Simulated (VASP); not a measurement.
A run of VASP 6.6.1 is set up as follows.

File INCAR:

```
PREC = Accurate
ENCUT = 600
EDIFF = 1E-7
ISMEAR = 1
SIGMA = 0.1
LREAL = False
LASPH = True
NELM = 80
ALGO = Normal
ISIF = 3
LWAVE = False
LCHARG = False
GGA = CA
IBRION = 2
NSW = 90
EDIFFG = -0.005
```

File KPOINTS:

```
regular mesh
0
Gamma
  15 15 13
```

POSCAR

```
WC                                      
1.0
    2.8892524253      0.0000000000      0.0000000000
   -1.4446262127      2.5021659983     -0.0000000000
    0.0000000000      0.0000000000      2.8175173365
  W               C             
     1     1
Direct
     0.0000000000000000    0.0000000000000000    0.0000000000000000
     0.6666666667000030    0.3333333332999970    0.5000000000000000
```

Potentials or basis: VASP PAW LDA potentials, release 64 (W_sv, C).

Run with:

```bash
$ cat potpaw_LDA.64/W_sv/POTCAR potpaw_LDA.64/C/POTCAR > POTCAR
$ mpirun -np 1 vasp_std > vasp.out
```

(1) Predict the band gap on the k mesh.

(2) What does it give for the relaxed cell?

(3) Predict the relaxed volume.

(4) Estimate the space group after relaxing (to 0.05 Å).

Results:

(1) none (metal or under the smearing width).

(2) a = 2.890 Å, b = 2.890 Å, c = 2.818 Å, α = 90.00°, β = 90.00°, γ = 120.00°.

(3) 10.19 Å³/atom.

(4) P-6m2 (No. 187).
